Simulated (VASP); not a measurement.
Method: PBE GGA, VASP's PBE PAW potentials (set 64) (plane waves; VASP 6.6.1).

The input files of a VASP run:

**INCAR**
```
SYSTEM=LiCl
PREC=Accurate; ENCUT=500; LREAL=.FALSE.
LASPH=.TRUE.
EDIFF=1E-6; NELM=100; ALGO=Normal
ISMEAR=0; SIGMA=0.05
GGA=PE
IBRION=2; NSW=60; ISIF=3
EDIFFG=-0.01
LWAVE=.FALSE.; LCHARG=.FALSE.
```

**POSCAR**
```
LiCl
1.0
  0.0000000000   2.5421200000   2.5421200000
  2.5421200000   0.0000000000   2.5421200000
  2.5421200000   2.5421200000   0.0000000000
Li Cl
1 1
Cartesian
  0.0000000000   0.0000000000   0.0000000000
  2.5421200000   2.5421200000   2.5421200000
```

KPOINTS:
```
Automatic mesh
0
Gamma
8 8 8
0 0 0
```

POTCAR, in this order: Li_sv Cl (PBE.64 set). Program: vasp_std.

What VASP printed:

OSZICAR:
```
       N       E                     dE             d eps       ncg     rms          rms(c)
DAV:   1     0.442094758773E+02    0.44209E+02   -0.42288E+03   522   0.998E+02
DAV:   2    -0.551399227405E+01   -0.49723E+02   -0.48354E+02   679   0.166E+02
DAV:   3    -0.738789433815E+01   -0.18739E+01   -0.18710E+01   646   0.389E+01
DAV:   4    -0.744344791620E+01   -0.55554E-01   -0.55434E-01   788   0.621E+00
DAV:   5    -0.744416342908E+01   -0.71551E-03   -0.71546E-03   711   0.636E-01    0.242E+00
DAV:   6    -0.737609656128E+01    0.68067E-01   -0.16504E-01   582   0.238E+00    0.174E+00
DAV:   7    -0.737755460298E+01   -0.14580E-02   -0.56989E-02   744   0.155E+00    0.928E-01
DAV:   8    -0.738162831668E+01   -0.40737E-02   -0.87270E-03   592   0.780E-01    0.141E-01
DAV:   9    -0.738161421728E+01    0.14099E-04   -0.30783E-04   666   0.157E-01    0.403E-02
DAV:  10    -0.738167323315E+01   -0.59016E-04   -0.10381E-04   565   0.931E-02    0.214E-02
DAV:  11    -0.738167900454E+01   -0.57714E-05   -0.56790E-06   789   0.225E-02    0.639E-03
DAV:  12    -0.738168043598E+01   -0.14314E-05   -0.37859E-07   511   0.578E-03    0.376E-03
DAV:  13    -0.738167964558E+01    0.79040E-06   -0.16931E-07   270   0.364E-03
   1 F= -.73816796E+01 E0= -.73816796E+01  d E =-.738168E+01
       N       E                     dE             d eps       ncg     rms          rms(c)
DAV:   1    -0.739965478521E+01   -0.17974E-01   -0.29643E-01   522   0.406E+00    0.798E-01
DAV:   2    -0.738658093411E+01    0.13074E-01   -0.35115E-02   657   0.132E+00    0.283E-01
DAV:   3    -0.738489094913E+01    0.16900E-02   -0.66812E-03   541   0.526E-01    0.174E-01
DAV:   4    -0.738479863682E+01    0.92312E-04   -0.18110E-04   886   0.119E-01    0.314E-02
DAV:   5    -0.738478727086E+01    0.11366E-04   -0.22793E-05   681   0.394E-02    0.101E-02
DAV:   6    -0.738478911918E+01   -0.18483E-05   -0.75084E-07   430   0.997E-03    0.291E-03
DAV:   7    -0.738478901710E+01    0.10208E-06   -0.21051E-07   261   0.440E-03
   2 F= -.73847890E+01 E0= -.73847890E+01  d E =-.310937E-02
       N       E                     dE             d eps       ncg     rms          rms(c)
DAV:   1    -0.739857028760E+01   -0.13781E-01   -0.25596E-01   522   0.376E+00    0.742E-01
DAV:   2    -0.738720644774E+01    0.11364E-01   -0.30680E-02   657   0.123E+00    0.262E-01
DAV:   3    -0.738576372757E+01    0.14427E-02   -0.57305E-03   541   0.487E-01    0.161E-01
DAV:   4    -0.738568165872E+01    0.82069E-04   -0.15738E-04   902   0.111E-01    0.288E-02
DAV:   5    -0.738567108841E+01    0.10570E-04   -0.19410E-05   680   0.361E-02    0.927E-03
DAV:   6    -0.738567279119E+01   -0.17028E-05   -0.59718E-07   397   0.894E-03    0.283E-03
DAV:   7    -0.738567279144E+01   -0.24602E-09   -0.20818E-07   261   0.437E-03
   3 F= -.73856728E+01 E0= -.73856728E+01  d E =-.399315E-02
```

File OUTCAR:
```
------------------------ aborting loop because EDIFF is reached ----------------------------------------
  FORCE on cell =-STRESS in cart. coord.  units (eV):
  Direction    XX          YY          ZZ          XY          YZ          ZX
  --------------------------------------------------------------------------------------
  Total       -0.0036208     -0.0036208     -0.0036208     -0.0000000      0.0000000      0.0000000
  in kB       -0.1707019     -0.1707019     -0.1707019     -0.0000000      0.0000000      0.0000000
  external PRESSURE =      -0.1707019 kB  Pullay stress =       0.0000000 kB
  volume of cell :       33.98
      direct lattice vectors                 reciprocal lattice vectors
     0.000000000  2.570892965  2.570892965    -0.194484954  0.194484954  0.194484954
     2.570892965 -0.000000000  2.570892965     0.194484954 -0.194484954  0.194484954
     2.570892965  2.570892965  0.000000000     0.194484954  0.194484954 -0.194484954
  FREE ENERGIE OF THE ION-ELECTRON SYSTEM (eV)
  ---------------------------------------------------
  free  energy   TOTEN  =        -7.3856727914 eV

  energy  without entropy=       -7.3856727914  energy(sigma->0) =       -7.38567279

 reached required accuracy - stopping structural energy minimisation
```
(Selected blocks of OUTCAR.)

File CONTCAR:
```
LiCl
   1.00000000000000
     0.0000000000000000    2.5708929645869421    2.5708929645869421
     2.5708929645869421   -0.0000000000000000    2.5708929645869421
     2.5708929645869421    2.5708929645869421    0.0000000000000000
  Li              Cl
     1     1
Direct
     0.0000000000000000    0.0000000000000000    0.0000000000000000
     0.5000000000000000    0.5000000000000000    0.5000000000000000
```

Energy and stress use the plane-wave basis of the starting cell.

The structure comes from a computed database's LiCl entry (Fm-3m); how it stands against other phases isn't given here. This run relaxes it. Symmetry was kept, so distortions that lower it aren't found.
